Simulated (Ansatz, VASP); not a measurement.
# TaAsS in VASP and in Ansatz

```
CELL_PARAMETERS angstrom
3.20890 0.00000 0.00000
-1.60445 2.77899 0.00000
0.00000 0.00000 30.20812
ATOMIC_POSITIONS crystal
Ta 0.00000 0.00000 0.29249
As 0.66667 0.33333 0.35902
S 0.33333 0.66667 0.23951
```

Alike in both runs: functional PBE; k mesh 6 × 6 × 1; occupations gaussian, width 0.1 eV; no spin polarisation.

Ansatz relaxed the structure, and its values are those at the end. VASP's run is a single point on that final structure, the one shown.

|  | VASP | Ansatz |
| --- | --- | --- |
| version | VASP 6.6.1 | Ansatz 0.2.0 |
| potentials or method | VASP PAW PBE potentials, release 64 (Ta_pv, As, S) | scalar-relativistic, plane waves, PAW |
| plane-wave cutoff (eV) | 520 | 420 |
| valence electrons in the cell | 22 | 34 |

Ansatz gave:

| Quantity | Value |
| --- | --- |
| gap on the k mesh at the Fermi level (eV) | none |
| rms of the force components (eV/Å) | 0.005 |

Q: What did VASP give for the same quantities?

A: gap on the k mesh at the Fermi level (eV): none; rms of the force components (eV/Å): 0.011.

A gap of «none» marks a metal or a gap that the smearing closes. With one functional, cell and mesh, what is left measures potentials, basis and numerics. The two sets of potentials don't hold the same shells in valence. Ansatz warned: «slab_cell_height_set».

Caveats: the k mesh is coarse (spacing up to 0.38 Å⁻¹), so the values aren't converged. The runs have no spin-orbit coupling, so splittings on Ta are missing.
